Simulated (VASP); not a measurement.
Output of a VASP run:

OUTCAR:
```
 ion  position               nearest neighbor table
   1  0.000  0.000  0.000-   2 2.87   2 2.87   2 2.87   2 2.87
   2  0.250  0.250  0.250-   1 2.87   1 2.87   1 2.87   1 2.87
  LATTYP: Found a face centered cubic cell.
 ALAT       =     6.6209300650
 Subroutine PRICEL returns:
 Original cell was already a primitive cell.
 Subroutine GETGRP returns: Found 24 space group operations
The static configuration has the point symmetry T_d .
The dynamic configuration has the point symmetry T_d .
 Subroutine INISYM returns: Found 24 space group operations
 Subroutine IBZKPT returns following result:
 Found     29 irreducible k-points:

 Following reciprocal coordinates:
            Coordinates               Weight
  0.000000  0.000000  0.000000      1.000000
  0.125000  0.000000  0.000000      8.000000
  0.250000  0.000000  0.000000      8.000000
  0.375000  0.000000  0.000000      8.000000
  0.500000  0.000000  0.000000      4.000000
  0.125000  0.125000  0.000000      6.000000
  0.250000  0.125000  0.000000     24.000000
  0.375000  0.125000  0.000000     24.000000
  0.500000  0.125000  0.000000     24.000000
 -0.375000  0.125000  0.000000     24.000000
 -0.250000  0.125000  0.000000     24.000000
 -0.125000  0.125000  0.000000     12.000000
  0.250000  0.250000  0.000000      6.000000
  0.375000  0.250000  0.000000     24.000000
  0.500000  0.250000  0.000000     24.000000
 -0.375000  0.250000  0.000000     24.000000
 -0.250000  0.250000  0.000000     12.000000
  0.375000  0.375000  0.000000      6.000000
  0.500000  0.375000  0.000000     24.000000
 -0.375000  0.375000  0.000000     12.000000
  0.500000  0.500000  0.000000      3.000000
  0.375000  0.250000  0.125000     24.000000
  0.500000  0.250000  0.125000     48.000000
 -0.375000  0.250000  0.125000     24.000000
  0.500000  0.375000  0.125000     24.000000
 -0.375000  0.375000  0.125000     48.000000
 -0.250000  0.375000  0.125000     24.000000
 -0.375000  0.500000  0.125000     12.000000
 -0.250000  0.500000  0.250000      6.000000
   k-points           NKPTS =     29   k-points in BZ     NKDIM =     29   number of bands    NBANDS=     13
   number of dos      NEDOS =    601   number of ions     NIONS =      2
   total plane-waves  NPLWV =  46656
   dimension x,y,z NGX =    36 NGY =   36 NGZ =   36
   dimension x,y,z NGXF=    72 NGYF=   72 NGZF=   72
   ions per type =               1   1
   PREC   = accura    normal or accurate (medium, high low for compatibility)
   ISTART =      0    job   : 0-new  1-cont  2-samecut
   ICHARG =      2    charge: 1-file 2-atom 10-const
   ISPIN  =      1    spin polarized calculation?
   LNONCOLLINEAR =      F non collinear calculations
   LSORBIT =      F    spin-orbit coupling
   INIWAV =      1    electr: 0-lowe 1-rand  2-diag
   ENCUT  =  520.0 eV  38.22 Ry    6.18 a.u.   8.70  8.70  8.70*2*pi/ulx,y,z
   NELM   =    100;   NELMIN=  2; NELMDL= -5     # of ELM steps
   EDIFF  = 0.1E-06   stopping-criterion for ELM
   LREAL  =      F    real-space projection
   NLSPLINE    = F    spline interpolate recip. space projectors
   LMAXMIX     =    4 max onsite mixed and CHGCAR
   VOSKOWN=      0    Vosko Wilk Nusair interpolation
   EDIFFG = 0.1E-05   stopping-criterion for IOM
   NSW    =      0    number of steps for IOM
   NBLOCK =      1;   KBLOCK =      1    inner block; outer block
   IBRION =     -1    ionic relax: 0-MD 1-quasi-New 2-CG
   NFREE  =      0    steps in history (QN), initial steepest desc. (CG)
   ISIF   =      2    stress and relaxation
   ISYM   =      2    0-nonsym 1-usesym 2-fastsym
   TEIN   =    0.0    initial temperature
   TEBEG  =    0.0;   TEEND  =   0.0 temperature during run
   SMASS  =  -3.00    Nose mass-parameter (am)
   PSTRESS=    0.0 pullay stress
   NELECT =      18.0000    total number of electrons
   EFERMI =   0.00;   METHOD = LEGACY
   ISMEAR =    -5;   SIGMA  =   0.20  broadening in eV -4-tet -1-fermi 0-gaus
   IALGO  =     38    algorithm
...
```

OSZICAR:
```
       N       E                     dE             d eps       ncg     rms          rms(c)
DAV:   1     0.101411314751E+03    0.10141E+03   -0.84690E+03   754   0.120E+03
DAV:   2    -0.730982681511E+00   -0.10214E+03   -0.98575E+02   844   0.271E+02
DAV:   3    -0.506541352439E+01   -0.43344E+01   -0.43231E+01   889   0.580E+01
DAV:   4    -0.510858984215E+01   -0.43176E-01   -0.43170E-01  1042   0.523E+00
DAV:   5    -0.510879471565E+01   -0.20487E-03   -0.20487E-03   894   0.301E-01    0.496E+00
DAV:   6    -0.487471063464E+01    0.23408E+00   -0.52057E-01   844   0.933E+00    0.414E+00
DAV:   7    -0.486024040900E+01    0.14470E-01   -0.11091E-01   849   0.245E+00    0.174E+00
DAV:   8    -0.486065495472E+01   -0.41455E-03   -0.97209E-03   799   0.136E+00    0.457E-01
DAV:   9    -0.486092932357E+01   -0.27437E-03   -0.95586E-04   884   0.350E-01    0.113E-01
DAV:  10    -0.486100198712E+01   -0.72664E-04   -0.12860E-04   817   0.110E-01    0.626E-02
DAV:  11    -0.486104996985E+01   -0.47983E-04   -0.89553E-05   777   0.626E-02    0.317E-02
DAV:  12    -0.486104837060E+01    0.15992E-05   -0.49273E-06   903   0.185E-02    0.162E-02
DAV:  13    -0.486104844760E+01   -0.76997E-07   -0.75008E-07   809   0.491E-03
   1 F= -.48610484E+01 E0= -.48610484E+01  d E =0.000000E+00
```

**OUTCAR**
```
------------------------ aborting loop because EDIFF is reached ----------------------------------------
  FORCE on cell =-STRESS in cart. coord.  units (eV):
  Direction    XX          YY          ZZ          XY          YZ          ZX
  --------------------------------------------------------------------------------------
  Total        0.0001939      0.0001939      0.0001939      0.0000000     -0.0000000      0.0000000
  in kB        0.0042821      0.0042821      0.0042821      0.0000000     -0.0000000      0.0000000
  external PRESSURE =       0.0042821 kB  Pullay stress =       0.0000000 kB
  volume of cell :       72.56
      direct lattice vectors                 reciprocal lattice vectors
     0.000000000  3.310465032  3.310465032    -0.151036182  0.151036182  0.151036182
     3.310465032  0.000000000  3.310465032     0.151036182 -0.151036182  0.151036182
     3.310465032  3.310465032  0.000000000     0.151036182  0.151036182 -0.151036182
  FREE ENERGIE OF THE ION-ELECTRON SYSTEM (eV)
  ---------------------------------------------------
  free  energy   TOTEN  =        -4.8610484476 eV

  energy  without entropy=       -4.8610484476  energy(sigma->0) =       -4.86104845

 total charge

# of ion       s       p       d       tot
------------------------------------------
    1        0.463   0.283   9.535  10.281
    2        1.358   2.031   0.017   3.406
--------------------------------------------------
tot          1.821   2.314   9.552  13.688
```
(Selected blocks of OUTCAR.)

POSCAR:
```
CdTe
1
    0.0000000000     3.3104650325     3.3104650325
    3.3104650325     0.0000000000     3.3104650325
    3.3104650325     3.3104650325     0.0000000000
Cd Te
1 1
Direct
  0.0000000000   0.0000000000   0.0000000000
  0.2500000000   0.2500000000   0.2500000000
```

### Question
Reconstruct the remaining input files.

### Answer
One answer among several that fit: the input of the run itself, PW91 GGA, plane waves, VASP's PBE PAW potentials (set 64).

KPOINTS:
```
K-points
0
G
8 8 8
```

**INCAR**
```
SYSTEM = CdTe
PREC = Accurate
ENCUT = 520
EDIFF = 1E-7
NELM = 100
ALGO = Normal
LREAL = .FALSE.
LASPH = .TRUE.
ISMEAR = -5
GGA = 91
LMAXMIX = 4
LWAVE = .FALSE.
LCHARG = .TRUE.
LORBIT = 11
NEDOS = 601
ISIF = 2
```

POTCAR, in this order: Cd Te (PBE.64 set). Program: vasp_std.

The compound is CdTe in the zinc blende structure. It was relaxed first, which changed the volume by +7 %.
